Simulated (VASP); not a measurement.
Output of a VASP run:

### OUTCAR
```
 ion  position               nearest neighbor table
   1  0.000  0.000  0.000-   2 2.32   2 2.32   2 2.32   2 2.32   2 2.32   2 2.32
   2  0.500  0.500  0.500-   1 2.32   1 2.32   1 2.32   1 2.32   1 2.32   1 2.32
  LATTYP: Found a face centered cubic cell.
 ALAT       =     4.6480024042
 Subroutine PRICEL returns:
 Original cell was already a primitive cell.
 Subroutine GETGRP returns: Found 48 space group operations
The static configuration has the point symmetry O_h .
The dynamic configuration has the point symmetry O_h .
 Subroutine INISYM returns: Found 48 space group operations
 Subroutine IBZKPT returns following result:
 Found    120 irreducible k-points:

 Following reciprocal coordinates:
            Coordinates               Weight
  0.000000  0.000000  0.000000      1.000000
  0.066667  0.000000  0.000000      8.000000
  0.133333  0.000000  0.000000      8.000000
  0.200000  0.000000  0.000000      8.000000
  0.266667  0.000000  0.000000      8.000000
  0.333333  0.000000  0.000000      8.000000
  0.400000  0.000000  0.000000      8.000000
  0.466667  0.000000  0.000000      8.000000
  0.066667  0.066667  0.000000      6.000000
  0.133333  0.066667  0.000000     24.000000
  0.200000  0.066667  0.000000     24.000000
  0.266667  0.066667  0.000000     24.000000
  0.333333  0.066667  0.000000     24.000000
  0.400000  0.066667  0.000000     24.000000
  0.466667  0.066667  0.000000     24.000000
 -0.466667  0.066667  0.000000     24.000000
 -0.400000  0.066667  0.000000     24.000000
 -0.333333  0.066667  0.000000     24.000000
 -0.266667  0.066667  0.000000     24.000000
 -0.200000  0.066667  0.000000     24.000000
 -0.133333  0.066667  0.000000     24.000000
 -0.066667  0.066667  0.000000     12.000000
  0.133333  0.133333  0.000000      6.000000
  0.200000  0.133333  0.000000     24.000000
  0.266667  0.133333  0.000000     24.000000
  0.333333  0.133333  0.000000     24.000000
  0.400000  0.133333  0.000000     24.000000
  0.466667  0.133333  0.000000     24.000000
 -0.466667  0.133333  0.000000     24.000000
 -0.400000  0.133333  0.000000     24.000000
 -0.333333  0.133333  0.000000     24.000000
 -0.266667  0.133333  0.000000     24.000000
 -0.200000  0.133333  0.000000     24.000000
 -0.133333  0.133333  0.000000     12.000000
  0.200000  0.200000  0.000000      6.000000
  0.266667  0.200000  0.000000     24.000000
  0.333333  0.200000  0.000000     24.000000
  0.400000  0.200000  0.000000     24.000000
  0.466667  0.200000  0.000000     24.000000
 -0.466667  0.200000  0.000000     24.000000
   k-points           NKPTS =    120   k-points in BZ     NKDIM =    120   number of bands    NBANDS=     11
   number of dos      NEDOS =    601   number of ions     NIONS =      2
   total plane-waves  NPLWV =  13824
   dimension x,y,z NGX =    24 NGY =   24 NGZ =   24
   dimension x,y,z NGXF=    48 NGYF=   48 NGZF=   48
   ions per type =               1   1
   PREC   = accura    normal or accurate (medium, high low for compatibility)
   ISTART =      0    job   : 0-new  1-cont  2-samecut
   ICHARG =      2    charge: 1-file 2-atom 10-const
   ISPIN  =      1    spin polarized calculation?
   LNONCOLLINEAR =      F non collinear calculations
   LSORBIT =      F    spin-orbit coupling
   INIWAV =      1    electr: 0-lowe 1-rand  2-diag
   ENCUT  =  520.0 eV  38.22 Ry    6.18 a.u.   6.11  6.11  6.11*2*pi/ulx,y,z
   NELM   =    100;   NELMIN=  2; NELMDL= -5     # of ELM steps
   EDIFF  = 0.1E-06   stopping-criterion for ELM
   LREAL  =      F    real-space projection
   NLSPLINE    = F    spline interpolate recip. space projectors
   LMAXMIX     =    6 max onsite mixed and CHGCAR
   VOSKOWN=      0    Vosko Wilk Nusair interpolation
   EDIFFG = 0.1E-05   stopping-criterion for IOM
   NSW    =      0    number of steps for IOM
   NBLOCK =      1;   KBLOCK =      1    inner block; outer block
   IBRION =     -1    ionic relax: 0-MD 1-quasi-New 2-CG
...
```

**OSZICAR**
```
       N       E                     dE             d eps       ncg     rms          rms(c)
DAV:   1     0.276402722188E+02    0.27640E+02   -0.77995E+03  2640   0.121E+03
DAV:   2    -0.191774268606E+02   -0.46818E+02   -0.44979E+02  3527   0.218E+02
DAV:   3    -0.209179477279E+02   -0.17405E+01   -0.17271E+01  3398   0.324E+01
DAV:   4    -0.209330387774E+02   -0.15091E-01   -0.15075E-01  3151   0.325E+00
DAV:   5    -0.209332675571E+02   -0.22878E-03   -0.22876E-03  3591   0.321E-01    0.564E+01
DAV:   6    -0.175323330519E+02    0.34009E+01   -0.23570E+01  2940   0.247E+01    0.407E+01
DAV:   7    -0.174547425178E+02    0.77591E-01   -0.77511E-01  3093   0.655E+00    0.261E+01
DAV:   8    -0.174512521246E+02    0.34904E-02   -0.68150E-02  2919   0.269E+00    0.768E+00
DAV:   9    -0.174437334738E+02    0.75187E-02   -0.34801E-02  3011   0.112E+00    0.191E+00
DAV:  10    -0.174436559862E+02    0.77488E-04   -0.71320E-04  3144   0.243E-01    0.641E-01
DAV:  11    -0.174436457765E+02    0.10210E-04   -0.30887E-04  3030   0.129E-01    0.520E-02
DAV:  12    -0.174436449594E+02    0.81712E-06   -0.10759E-05  3036   0.303E-02    0.862E-02
DAV:  13    -0.174436442677E+02    0.69172E-06   -0.92659E-07  3329   0.960E-03    0.348E-03
DAV:  14    -0.174436442456E+02    0.22102E-07   -0.18711E-08  1548   0.150E-03
   1 F= -.17443644E+02 E0= -.17443644E+02  d E =0.000000E+00
```

File OUTCAR:
```
------------------------ aborting loop because EDIFF is reached ----------------------------------------
  FORCE on cell =-STRESS in cart. coord.  units (eV):
  Direction    XX          YY          ZZ          XY          YZ          ZX
  --------------------------------------------------------------------------------------
  Total       -0.0067589     -0.0067589     -0.0067589      0.0000000      0.0000000     -0.0000000
  in kB       -0.4313677     -0.4313677     -0.4313677      0.0000000      0.0000000     -0.0000000
  external PRESSURE =      -0.4313677 kB  Pullay stress =       0.0000000 kB
  volume of cell :       25.10
      direct lattice vectors                 reciprocal lattice vectors
     0.000000000  2.324001202  2.324001202    -0.215146188  0.215146188  0.215146188
     2.324001202  0.000000000  2.324001202     0.215146188 -0.215146188  0.215146188
     2.324001202  2.324001202  0.000000000     0.215146188  0.215146188 -0.215146188
 POSITION                                       TOTAL-FORCE (eV/Angst)
 -----------------------------------------------------------------------------------
      0.00000      0.00000      0.00000         0.000000     -0.000000     -0.000000
      2.32400      2.32400      2.32400        -0.000000      0.000000      0.000000
 -----------------------------------------------------------------------------------
    total drift:                                0.000000     -0.000000     -0.000000
  FREE ENERGIE OF THE ION-ELECTRON SYSTEM (eV)
  ---------------------------------------------------
  free  energy   TOTEN  =       -17.4436442456 eV

  energy  without entropy=      -17.4436442456  energy(sigma->0) =      -17.44364425

 total charge

# of ion       s       p       d       tot
------------------------------------------
    1        0.307   6.621   1.671   8.599
    2        0.875   1.536   0.000   2.410
--------------------------------------------------
tot          1.181   8.157   1.671  11.009
```
(Selected blocks of OUTCAR.)

POSCAR:
```
HfC
1
    0.0000000000     2.3240012021     2.3240012021
    2.3240012021     0.0000000000     2.3240012021
    2.3240012021     2.3240012021    -0.0000000000
Hf C
1 1
Direct
  0.0000000000   0.0000000000   0.0000000000
  0.5000000000   0.5000000000   0.5000000000
```

### Question
Reconstruct the remaining input files.

### Answer
One answer among several that fit: the input of the run itself, optB88-vdW, plane waves, VASP's PBE PAW potentials (set 64).

INCAR:
```
SYSTEM  =  HfC
PREC  =  Accurate; ENCUT  =  520; LREAL  =  .FALSE.
LASPH  =  .TRUE.
EDIFF  =  1E-7; NELM  =  100; ALGO  =  Normal
LMAXMIX  =  6
ISMEAR  =  -5
GGA  =  BO; LUSE_VDW  =  .TRUE.; AGGAC  =  0.0
PARAM1  =  0.1833333333; PARAM2  =  0.22
ISIF  =  2
LWAVE  =  .FALSE.; LCHARG  =  .TRUE.; LORBIT  =  11
NEDOS  =  601
```

**KPOINTS**
```
Automatic
0
G
  15 15 15
0 0 0
```

POTCAR, in this order: Hf_pv C (PBE.64 set). Program: vasp_std.

For a metal the tetrahedron method with Blöchl corrections gives inexact stress and forces.

The compound is HfC in the rock salt structure. It was relaxed first.
